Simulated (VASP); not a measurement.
Data:

```
WTe
1.0
    4.34955     0.00000     0.00000
   -2.17477     3.76682     0.00000
    0.00000     0.00000     5.15101
W Te
2 2
Cartesian
 -2.17477   3.76682   0.00000
 -2.17477   3.76682   2.57550
  0.00000   2.51121   1.28775
  2.17478   1.25560   3.86326
```

Computed with PBEsol GGA, VASP's PBE PAW potentials (set 64) (plane waves; VASP). Numerical set-up: 400 eV cut-off, 9×9×7 Γ-centred mesh, tetrahedra with Blöchl corrections, potentials W_sv Te.

The cores are frozen, which limits the accuracy of field gradients.

Q: Give the principal components of the electric field gradient (V/Å²) and the asymmetry η at each nucleus.

A: 
```json
[
 {"atom": "W1", "Vxx": "34.6", "Vyy": "34.6", "Vzz": "-69.2", "η": "0.00"},
 {"atom": "W2", "Vxx": "34.6", "Vyy": "34.6", "Vzz": "-69.2", "η": "0.00"},
 {"atom": "Te3", "Vxx": "4.7", "Vyy": "4.7", "Vzz": "-9.4", "η": "0.00"},
 {"atom": "Te4", "Vxx": "4.7", "Vyy": "4.7", "Vzz": "-9.4", "η": "0.00"}
]
```

The structure was generated: WTe was put into the NiAs type type (P6_3/mmc), which need not be its known phase. It was relaxed first, which changed the volume by -36 %.
